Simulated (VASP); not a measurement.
OSZICAR of a VASP run on Mo (bcc):

OSZICAR:
```
       N       E                     dE             d eps       ncg     rms          rms(c)
DAV:   1     0.902774850635E+02    0.90277E+02   -0.81732E+03  3214   0.128E+03
DAV:   2    -0.112195639384E+02   -0.10150E+03   -0.98181E+02  3466   0.340E+02
DAV:   3    -0.125322563789E+02   -0.13127E+01   -0.13051E+01  3719   0.391E+01
DAV:   4    -0.125354025347E+02   -0.31462E-02   -0.31459E-02  3481   0.228E+00
DAV:   5    -0.125354191579E+02   -0.16623E-04   -0.16623E-04  3744   0.159E-01    0.166E+01
DAV:   6    -0.118813736568E+02    0.65405E+00   -0.11280E+00  3439   0.128E+01    0.450E+00
DAV:   7    -0.117891264863E+02    0.92247E-01   -0.22091E-01  3714   0.523E+00    0.940E-01
DAV:   8    -0.117831814723E+02    0.59450E-02   -0.43573E-03  3328   0.924E-01    0.192E-01
DAV:   9    -0.117831907080E+02   -0.92357E-05   -0.89488E-05  3739   0.128E-01    0.825E-02
DAV:  10    -0.117831972313E+02   -0.65233E-05   -0.79091E-06  3436   0.359E-02    0.606E-03
DAV:  11    -0.117831973494E+02   -0.11811E-06   -0.22961E-07  2057   0.529E-03
   1 F= -.11783197E+02 E0= -.11783372E+02  d E =-.117832E+02
       N       E                     dE             d eps       ncg     rms          rms(c)
DAV:   1    -0.117855811500E+02   -0.23839E-02   -0.62441E-02  3331   0.358E+00    0.572E-01
DAV:   2    -0.117832649869E+02    0.23162E-02   -0.49012E-03  3307   0.891E-01    0.959E-02
DAV:   3    -0.117830909427E+02    0.17404E-03   -0.71868E-04  3483   0.337E-01    0.860E-02
DAV:   4    -0.117831021069E+02   -0.11164E-04   -0.12980E-05  3322   0.417E-02    0.445E-03
DAV:   5    -0.117831019612E+02    0.14576E-06   -0.10060E-06  2183   0.126E-02
   2 F= -.11783102E+02 E0= -.11783282E+02  d E =0.953882E-04
       N       E                     dE             d eps       ncg     rms          rms(c)
DAV:   1    -0.117845686005E+02   -0.14665E-02   -0.34263E-02  3322   0.265E+00    0.430E-01
DAV:   2    -0.117832924106E+02    0.12762E-02   -0.26674E-03  3307   0.659E-01    0.706E-02
DAV:   3    -0.117831970750E+02    0.95336E-04   -0.39506E-04  3462   0.250E-01    0.658E-02
DAV:   4    -0.117832092884E+02   -0.12213E-04   -0.69891E-06  3298   0.309E-02    0.247E-03
DAV:   5    -0.117832093395E+02   -0.51082E-07   -0.57115E-07  2002   0.958E-03
   3 F= -.11783209E+02 E0= -.11783386E+02  d E =-.119901E-04
```

Which electronic solver shows in the log?

It is blocked Davidson (ALGO = Normal, or the opening steps of other solvers). The INCAR had ALGO = Normal.

Can the final energy be trusted as converged?

Self-consistency was reached. It stopped with EDIFF = 1E-6, NELM = 100, NSW = 40 and EDIFFG = -0.02 after 3 ionic steps (PBEsol GGA, plane waves, VASP's PBE PAW potentials (set 64)).

The compound is Mo in the bcc structure. This run relaxes it. Symmetry was kept, so distortions that lower it aren't found.
